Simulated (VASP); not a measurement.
Output of a VASP run:

OUTCAR:
```
 ion  position               nearest neighbor table
   1  0.000  0.000  0.000-   2 2.62   2 2.62   2 2.62   2 2.62
   2  0.250  0.250  0.250-   1 2.62   1 2.62   1 2.62   1 2.62
  LATTYP: Found a face centered cubic cell.
 ALAT       =     6.0459294942
 Subroutine PRICEL returns:
 Original cell was already a primitive cell.
 Subroutine GETGRP returns: Found 24 space group operations
The static configuration has the point symmetry T_d .
The dynamic configuration has the point symmetry T_d .
 Subroutine INISYM returns: Found 24 space group operations
 Subroutine IBZKPT returns following result:
 Found     47 irreducible k-points:

 Following reciprocal coordinates:
            Coordinates               Weight
  0.000000  0.000000  0.000000      1.000000
  0.100000  0.000000  0.000000      8.000000
  0.200000  0.000000  0.000000      8.000000
  0.300000  0.000000  0.000000      8.000000
  0.400000  0.000000  0.000000      8.000000
  0.500000  0.000000  0.000000      4.000000
  0.100000  0.100000  0.000000      6.000000
  0.200000  0.100000  0.000000     24.000000
  0.300000  0.100000  0.000000     24.000000
  0.400000  0.100000  0.000000     24.000000
  0.500000  0.100000  0.000000     24.000000
 -0.400000  0.100000  0.000000     24.000000
 -0.300000  0.100000  0.000000     24.000000
 -0.200000  0.100000  0.000000     24.000000
 -0.100000  0.100000  0.000000     12.000000
  0.200000  0.200000  0.000000      6.000000
  0.300000  0.200000  0.000000     24.000000
  0.400000  0.200000  0.000000     24.000000
  0.500000  0.200000  0.000000     24.000000
 -0.400000  0.200000  0.000000     24.000000
 -0.300000  0.200000  0.000000     24.000000
 -0.200000  0.200000  0.000000     12.000000
  0.300000  0.300000  0.000000      6.000000
  0.400000  0.300000  0.000000     24.000000
  0.500000  0.300000  0.000000     24.000000
 -0.400000  0.300000  0.000000     24.000000
 -0.300000  0.300000  0.000000     12.000000
  0.400000  0.400000  0.000000      6.000000
  0.500000  0.400000  0.000000     24.000000
 -0.400000  0.400000  0.000000     12.000000
  0.500000  0.500000  0.000000      3.000000
  0.300000  0.200000  0.100000     24.000000
  0.400000  0.200000  0.100000     48.000000
  0.500000  0.200000  0.100000     48.000000
 -0.400000  0.200000  0.100000     24.000000
  0.400000  0.300000  0.100000     24.000000
  0.500000  0.300000  0.100000     48.000000
 -0.400000  0.300000  0.100000     48.000000
 -0.300000  0.300000  0.100000     48.000000
 -0.200000  0.300000  0.100000     24.000000
   k-points           NKPTS =     47   k-points in BZ     NKDIM =     47   number of bands    NBANDS=     13
   number of dos      NEDOS =    301   number of ions     NIONS =      2
   total plane-waves  NPLWV =  32768
   dimension x,y,z NGX =    32 NGY =   32 NGZ =   32
   dimension x,y,z NGXF=    64 NGYF=   64 NGZF=   64
   ions per type =               1   1
   PREC   = accura    normal or accurate (medium, high low for compatibility)
   ISTART =      0    job   : 0-new  1-cont  2-samecut
   ICHARG =      2    charge: 1-file 2-atom 10-const
   ISPIN  =      1    spin polarized calculation?
   LNONCOLLINEAR =      F non collinear calculations
   LSORBIT =      F    spin-orbit coupling
   INIWAV =      1    electr: 0-lowe 1-rand  2-diag
   ENCUT  =  480.0 eV  35.28 Ry    5.94 a.u.   7.64  7.64  7.64*2*pi/ulx,y,z
   NELM   =    100;   NELMIN=  2; NELMDL= -5     # of ELM steps
   EDIFF  = 0.1E-06   stopping-criterion for ELM
   LREAL  =      F    real-space projection
   NLSPLINE    = F    spline interpolate recip. space projectors
   LMAXMIX     =    4 max onsite mixed and CHGCAR
   VOSKOWN=      0    Vosko Wilk Nusair interpolation
   EDIFFG = -.1E-01   stopping-criterion for IOM
   NSW    =     40    number of steps for IOM
   NBLOCK =      1;   KBLOCK =     40    inner block; outer block
   IBRION =      2    ionic relax: 0-MD 1-quasi-New 2-CG
...
```

File OSZICAR:
```
       N       E                     dE             d eps       ncg     rms          rms(c)
DAV:   1     0.116331463758E+03    0.11633E+03   -0.80189E+03  1222   0.139E+03
DAV:   2     0.140450785289E+01   -0.11493E+03   -0.11206E+03  1267   0.319E+02
DAV:   3    -0.607307934884E+01   -0.74776E+01   -0.74027E+01  1577   0.889E+01
DAV:   4    -0.626196090670E+01   -0.18888E+00   -0.18880E+00  1445   0.159E+01
DAV:   5    -0.627060055668E+01   -0.86396E-02   -0.86394E-02  1809   0.296E+00    0.588E+00
DAV:   6    -0.613102913001E+01    0.13957E+00   -0.19594E-01  1669   0.914E+00    0.338E+00
DAV:   7    -0.610018117964E+01    0.30848E-01   -0.11547E-01  1579   0.429E+00    0.808E-01
DAV:   8    -0.610067658684E+01   -0.49541E-03   -0.11229E-02  1663   0.164E+00    0.452E-01
DAV:   9    -0.610108501213E+01   -0.40843E-03   -0.81601E-04  1408   0.258E-01    0.170E-01
DAV:  10    -0.610121249819E+01   -0.12749E-03   -0.11420E-04  1482   0.141E-01    0.511E-02
DAV:  11    -0.610124516873E+01   -0.32671E-04   -0.49800E-05  1317   0.837E-02    0.161E-02
DAV:  12    -0.610124617631E+01   -0.10076E-05   -0.21207E-06  1813   0.232E-02    0.105E-02
DAV:  13    -0.610124534364E+01    0.83267E-06   -0.76423E-07  1307   0.641E-03    0.208E-03
DAV:  14    -0.610124542373E+01   -0.80095E-07   -0.21310E-08   906   0.126E-03
   1 F= 0.79557085E+00 E0= 0.79556458E+00  d E =0.795571E+00
```

**OUTCAR**
```
------------------------ aborting loop because EDIFF is reached ----------------------------------------
  FORCE on cell =-STRESS in cart. coord.  units (eV):
  Direction    XX          YY          ZZ          XY          YZ          ZX
  --------------------------------------------------------------------------------------
  Total        6.9113237      6.9113237      6.9113237      0.0000000     -0.0000000     -0.0000000
  in kB      200.4206980    200.4206980    200.4206980      0.0000000     -0.0000000     -0.0000000
  external PRESSURE =       0.4206980 kB  Pullay stress =     200.0000000 kB
  volume of cell :       55.25
      direct lattice vectors                 reciprocal lattice vectors
     0.000000000  3.022964747  3.022964747    -0.165400539  0.165400539  0.165400539
     3.022964747  0.000000000  3.022964747     0.165400539 -0.165400539  0.165400539
     3.022964747  3.022964747  0.000000000     0.165400539  0.165400539 -0.165400539
  FREE ENERGIE OF THE ION-ELECTRON SYSTEM (eV)
  ---------------------------------------------------
  free  energy   TOTEN  =        -6.1012454237 eV

  energy  without entropy=       -6.1012642400  energy(sigma->0) =       -6.10125170
  enthalpy is  TOTEN    =         0.7955708480 eV   P V=        6.8968162717

 reached required accuracy - stopping structural energy minimisation
```
(Selected blocks of OUTCAR.)

**POSCAR**
```
InSb
1
    0.0000000000     3.0229647471     3.0229647471
    3.0229647471    -0.0000000000     3.0229647471
    3.0229647471     3.0229647471     0.0000000000
In Sb
1 1
Direct
  0.0000000000   0.0000000000   0.0000000000
  0.2500000000   0.2500000000   0.2500000000
```

Question: Write an INCAR and KPOINTS that could have produced this output.

Answer: This is not unique; one that fits is the input of the run itself, PBE GGA, plane waves, VASP's PBE PAW potentials (set 64).

INCAR:
```
ALGO=Normal
EDIFF=1E-7
EDIFFG=-0.01
ENCUT=480
GGA=PE
IBRION=2
ISIF=3
ISMEAR=1
LASPH=T
LCHARG=F
LMAXMIX=4
LREAL=F
LWAVE=F
NELM=100
NSW=40
PREC=Accurate
PSTRESS=200
SIGMA=0.1
SYSTEM=InSb
```

### KPOINTS
```
Automatic mesh
0
G
10 10 10
```

POTCAR, in this order: In_d Sb (PBE.64 set). Program: vasp_std.

The compound is InSb in the zinc blende structure. It was relaxed first under an external pressure of 20 GPa.
